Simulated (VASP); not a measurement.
Calculation: PBEsol GGA, VASP's PBE PAW potentials (set 64) (plane waves; VASP). For the first row: Numerical set-up: 520 eV cut-off, 9×9×9 Γ-centred mesh, tetrahedra with Blöchl corrections, potentials In_d Li_sv.

| system | energy (eV/atom) |
|---|---|
| LiIn (space group Fd-3m) | -2.7779 |
| In (bct) | -2.9864 |
| Li (bcc) | -1.9645 |

The references are the elements' solids at the same level; no temperature or zero-point terms are added.

**Question.** What is the formation energy per atom of LiIn?

**Answer.** The references average (2×(-2.9864) + 2×(-1.9645))/4 = -2.4754 eV, so the formation energy is -2.7779 − (-2.4754) = -0.302 eV/atom.
